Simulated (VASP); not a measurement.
VASP, PAW. Band gap of BaHfO3 (cubic perovskite) (no spin-orbit coupling).

```tsv
level	band gap (eV)
vdW-DF2 (own cell)	3.59
```

### Question
Estimate the band gap from PBE-D3 (zero damping) (own cell), LDA (own cell), TPSS (own cell).

### Answer

```json
{
  "PBE-D3 (zero damping) (own cell)": "3.57 eV",
  "LDA (own cell)": "3.47 eV",
  "TPSS (own cell)": "3.64 eV"
}
```

Only levels that ran to the end are used. Left out are those held back, those with too coarse a band path, GW runs whose mesh misses a band edge, hybrids' fits of cells that aren't cubic and levels without matching references; a question may draw on a part of the rest.

The compound is BaHfO3 in the cubic perovskite structure.
